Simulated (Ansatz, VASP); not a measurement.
# FeSi2 (Linzhiite) in two plane-wave programs, part 2 of 2

One calculation is typed for both programs; each brings its own data sets. How far apart do they land? The cell is taken from a series of runs on this material, whose earlier steps may have relaxed, scaled, displaced or heated it; both programs get it as it stands.

VASP 6.6.1 and Ansatz 0.2.0.

So far: The structure; VASP: zone-centre phonons, LDA.

**3. Ansatz: zone-centre phonons, LDA**

Level of this step: Ansatz beside VASP: Kohn-Sham DFT, plane waves, LDA (Ansatz).

Ansatz runs on its PAW soft_1 files.

The same cell, functional (in two slightly different forms), mesh and smearing now go to Ansatz, which takes its cutoff from its data sets.

The input, input.yaml:

```yaml
crystal:
  lattice:
    - [2.6384835217, 0.0, 0.0]
    - [0.0, 2.6384835217, 0.0]
    - [0.0, 0.0, 5.0426303831]
  atoms:
    - { symbol: Si, position: [0.5, 0.5, 0.272078137] }
    - { symbol: Si, position: [0.5, 0.5, 0.727921863] }
    - { symbol: Fe, position: [0.0, 0.0, 0.0] }
kpoints:
  mp_grid: { grid: [16, 16, 8] }
hamiltonian:
  xc: lda
  pseudopotentials: { kind: paw, azcp: { folder: soft_1 }, xc_functional: pbe }
scf:
  occupations: { method: methfessel_paxton, width: 0.2 }
output:
  eigenvalues: true
phonons:
  method: dfpt
```

Started as:

```
$ ansatz run input.yaml --threads 4 --pin off --max-ram 10240MiB --backend cpu --events-out ev --progress --plain --runs-dir out
```

Numbers of over 12 decimals in the logs are rounded to 6 here.

The program printed:

```text
zone centre: on kpoints.mp_grid the ground state, and the responses unless they are solved on pairs of k-points, stand on 405 of the mesh's 2048 k-points, reduced under 4 symmetry operations, with k and −k counted as one. Each operation leaves every solved displacement unchanged or reverses it
Engine: ansatz 0.2.0, x86_64-unknown-linux-gnu
Pseudopotentials: kind: paw
Pseudopotential: Si, paw, valence charge 4, recommended cutoff 420 eV (normal), soft_1/Si.paw.azcp
Pseudopotential: Fe, paw, valence charge 16, recommended cutoff 420 eV (normal), soft_1/Fe.paw.azcp
Functional definition: SPW92
  exchange = slater_x
  correlation = pw_c
Crystal: 3 atoms, lattice volume = 35.105 Å³
Basis set: ecut = 420 eV, 677 PW (Γ), exchange–correlation on 36×36×72 points (8 copies of the dense FFT grid, shifted against one another)
Bands: 16, of which v1, the nominal top of the filled ones, is band 12 counted from 1 (11 counted from 0)
Symmetry: 16 space group operations
k-points: 405 of 2048 (irreducible under 4 space group operations, time reversal used)
Non-local potential: Si, projectors of the file, l = 0: 2, l = 1: 2, l = 2: 1
Non-local potential: Fe, projectors of the file, l = 0: 3, l = 1: 2, l = 2: 3, l = 3: 1
PAW form: soft (Blöchl's): semilocal exchange-correlation on the pseudo side does not see the compensation charge
PAW frozen core: Si, regenerated for the run's functional, and the local potential with it (the file was generated under x = pbe(κ = 0.804, μ = 0.219515), c = pbe(β = 0.066725))
PAW frozen core: Fe, regenerated for the run's functional, and the local potential with it (the file was generated under x = pbe(κ = 0.804, μ = 0.219515), c = pbe(β = 0.066725))
PAW one-centre angular grid: Si, 110 points (default); XC on 64 Gauss nodes
PAW one-centre angular grid: Fe, 590 points (default); XC on 64 Gauss nodes
Initial density: superposition of atomic densities (chi_scale 0.1, normalization cell, long waves kept (reshape's long-wave potential 0.00 eV rms))
Initial wavefunctions: pseudopotential atomic-orbital guess
Functional: x = slater, c = lda
SCF iter   1: F=—  HF=-5640.698838 eV  |F-HF|=—  |Δ(HF+E_count)|=         —  Δρ=1.27e-1  dr2=1.26e1  ethr=3.10e-3  ⟨swp⟩=5.0  Hψ=34551  notcnv=0
preconditioner: auto → none  [metal: Δε(μ)=0.020 eV  Ē_g=8.380 eV  σ=0.200 eV  W_gap=0.08  n_scr=8 (ndim 8)  ℏωp=25.1 eV  f_vac=0.000  D(μ)=1.58/eV (n_scr^D=16)  sad-step TF]
SCF iter   2: F=—  HF=-5640.390601 eV  |F-HF|=—  |Δ(HF+E_count)|=   3.08e-1  S|Δr|=    0.00e0  Δρ=1.43e-1  dr2=1.27e1  ethr=3.10e-3  ⟨swp⟩=2.0  Hψ=11110  notcnv=0
SCF iter   3: F=—  HF=-5639.048992 eV  |F-HF|=—  |Δ(HF+E_count)|=    1.34e0  S|Δr|=    0.00e0  Δρ=5.08e-2  dr2=9.36e-1  ethr=3.10e-3  ⟨swp⟩=3.1  Hψ=12357  notcnv=0
SCF iter   4: F=—  HF=-5638.932807 eV  |F-HF|=—  |Δ(HF+E_count)|=   1.16e-1  S|Δr|=    0.00e0  Δρ=1.12e-2  dr2=9.73e-2  ethr=3.10e-3  ⟨swp⟩=2.6  Hψ=12801  notcnv=0
SCF iter   5: F=—  HF=-5638.899501 eV  |F-HF|=—  |Δ(HF+E_count)|=   3.33e-2  S|Δr|=    0.00e0  Δρ=3.30e-3  dr2=2.29e-3  ethr=4.05e-4  ⟨swp⟩=2.0  Hψ=10730  notcnv=0
SCF iter   6: F=—  HF=-5638.899320 eV  |F-HF|=—  |Δ(HF+E_count)|=   1.81e-4  S|Δr|=    0.00e0  Δρ=4.74e-4  dr2=2.07e-5  ethr=9.53e-6  ⟨swp⟩=2.2  Hψ=9473  notcnv=0
SCF iter   7: F=—  HF=-5638.899313 eV  |F-HF|=—  |Δ(HF+E_count)|=   7.84e-6  S|Δr|=    0.00e0  Δρ=8.52e-5  dr2=1.39e-6  ethr=8.63e-8  ⟨swp⟩=2.0  Hψ=11229  notcnv=0
SCF iter   8: F=—  HF=-5638.899315 eV  |F-HF|=—  |Δ(HF+E_count)|=   1.98e-6  S|Δr|=    0.00e0  Δρ=1.32e-5  dr2=2.53e-8  ethr=5.78e-9  ⟨swp⟩=2.3  Hψ=9718  notcnv=0
SCF iter   9: F=—  HF=-5638.899315 eV  |F-HF|=—  |Δ(HF+E_count)|=   2.90e-9  S|Δr|=    0.00e0  Δρ=1.94e-6  dr2=4.81e-10  ethr=1.06e-10  ⟨swp⟩=2.5  Hψ=11241  notcnv=0
SCF iter  10: F=-5638.899315 eV  HF=-5638.899315 eV  |F-HF|=1.82e-12  |Δ(HF+E_count)|=  1.07e-10  S|Δr|=    0.00e0  Δρ=1.40e-7  dr2=3.09e-12  ethr=1.00e-12  ⟨swp⟩=4.4  Hψ=33191  notcnv=0
the search or the solves at the SCF's close seem to have found levels that the self-consistency loop had missed (the run counts 2). By its estimate they hold under 1e-12 electrons; where the run keeps them, the occupations were computed again with them
SCF 1 converged in 10 iterations: F = -5638.899315 eV  dr2 = 3.09e-12
  greatest PAW one-centre occupation: 1.001 electrons in one spin orbital (limit 2), on the Fe atom at site 2 (counted from 0), in its partial waves of l = 1
DFPT response loops at Γ: preconditioner auto → Kerker (q_TF=auto, 2.561 Å⁻¹) (partly filled bands, converged f_vac=0.000); β = 1.00, the filter's whole step (`scf.mixing.beta` (0.50) is not read by the response loops under this deck's `scf.mixing.preconditioner`; to damp them name `kerker` or `kerker_dos`, under which they read `scf.mixing.beta`, and type it under 1.00, their step now; both keys bind the ground state too); Broyden in place of MSR1
SCF converged after 10 iterations
Stability not checked: this state was not tested for a lower state beside it, because cold or Methfessel-Paxton smearing, or corrected tetrahedra, fill the levels in a way that the test cannot read (fill_not_monotonic; see scf.lower_state_search)
Free energy (F): -5638.899315 eV
Harris-Foulkes:  -5638.899315 eV  (|F-HF|=1.82e-12)
Internal energy: -5638.900542 eV  (E = F + TS)
E sigma→0 (E₀):  -5638.899622 eV
Entropy (-TS):   0.001228 eV (0.409 meV/atom)
Fermi energy:    14.914337 eV
Step filling:    the computed levels leave a gap of 0.0013 eV = 0.0 smearing widths at the electron count; against every level under it full and every level over it empty, smearing changes F+E_penalty+E_count by +0.761 meV and its σ→0 estimate by +0.454 meV
--- Per-component energies (eV) ---
  E_band       = -209.180990
  E_kinetic    = 431.013277
  E_local      = -3525.186897  (includes V_loc(G=0)·N_el)
  E_nonlocal   = 339.878956
  E_hartree    = 1562.461337
  E_xc         = -229.322592
  E_vxc        = -247.703114  (∫ρ·V_xc dr)
  E_paw        = -2292.509223  (= ΣΔE_a)
  E_vpaw       = -332.105131  (= ΣTr[D̂ρ^β])
  E_aug_tail   = -0.000727  (compensation charges beyond the density's cutoff)
  E_ewald      = -1925.804871
  E_core_change = 0.570198  (= ΣΔE_core)
  E_smearing   = 0.001228  (= −TS)
  E_closure    = -0.000000  (closes the sum)
  Σ components = -5638.899315   (vs F -5638.899315, Δ=0.00e0)
--- Band table (eV; the first three rows and the last of 405) ---
  k-point 0: bands = [... 8 lower, 13.1147, 13.3162, 13.3162, 14.2905, 19.6960, 19.6960, 21.6145, 22.1719]
  k-point 1: bands = [... 8 lower, 13.0793, 13.3093, 13.3093, 14.2906, 19.8002, 19.8002, 20.6049, 21.9606]
  k-point 2: bands = [... 8 lower, 12.9524, 13.2928, 13.2928, 14.2908, 19.1592, 20.1016, 20.1016, 21.6256]
  k-point 404: bands = [... 8 lower, 11.5849, 11.5849, 12.9801, 15.1126, 15.2675, 15.2675, 15.9947, 18.1489]
--- Phonons (Γ-DFPT): 4 representative perturbations + reference, on 405 of 2048 k-points (Σ response iterations 14) ---
  k mesh reduced under 4 symmetry operations, with k and −k counted as one. Each operation leaves every solved displacement unchanged or reverses it
  ASR residual: 7.604e-5 → 0.000e0 eV/Å²; symmetrization residual: 9.390e-6 eV/Å²
  ASR residual per site (eV/Å²): 3.71e-5 3.71e-5 7.60e-5
  Γ frequencies (cm⁻¹): 0.00 0.00 0.00 236.98 236.98 306.43 306.43 378.88 585.57
  non-analytic LO–TO correction: not included (Born effective charges unavailable; polar crystals: no LO–TO splitting at Γ)
```

**4. Comparison**

Known differences besides the potentials themselves: the two LDA forms differ slightly; the data sets hold 24 valence electrons in Ansatz (on its PAW soft_1 files) and 16 in VASP; the cutoff is 420 eV in Ansatz and 600 eV in VASP; VASP's log shows a relativistic correction to its local exchange, Ansatz's none. Total energies have different zeros and are not compared.

Both answers:

```
                  quantity  Ansatz   VASP  difference
optical mode 1 to 2 (cm⁻¹)   237.0  239.2     -0.91 %
optical mode 3 to 4 (cm⁻¹)   306.4  311.8     -1.74 %
     optical mode 5 (cm⁻¹)   378.9  383.1     -1.10 %
     optical mode 6 (cm⁻¹)   585.6  586.3     -0.12 %
```

Modes are paired by rising frequency, not by their patterns, so a pair may set unlike modes beside each other; they are those without the splitting of longitudinal modes.

**5. Summary of results**

```yaml
r_m_s_difference_of_the_optical_zone_centre_modes_each_program_s_sorted_by_frequency_zone_centre_phonons_lda: 3.8 cm⁻¹
difference_in_optical_mode_3_to_4_zone_centre_phonons_lda: -1.7 %
```

**Reading.** The r.m.s. difference of the optical zone-centre modes, each program's sorted by frequency is 3.8 cm⁻¹ (zone-centre phonons, LDA). The data sets hold unlike numbers of valence electrons (24 in Ansatz and 16 in VASP), so part of the differences comes from the potentials. Among the rows given in per cent, the largest difference of the zone-centre phonons, LDA pair is in optical mode 3 to 4, -1.7 %. Such differences can come from data sets, numerical settings and the points named under the comparisons, not from the functional's error against experiment.

[Lines on the potential files, build, host, timing and source positions are cut from VASP's logs without a mark.]

[Logs are printed without paths, hosts, clocks, repeated set-up lines and the standing remarks that a program may print on its own settings, such as how far it seeks lower states.]

[Hosts, paths, dates, database ids (printed as entryN), source tags and the programs' standing remarks are cut or masked in the printed files.]
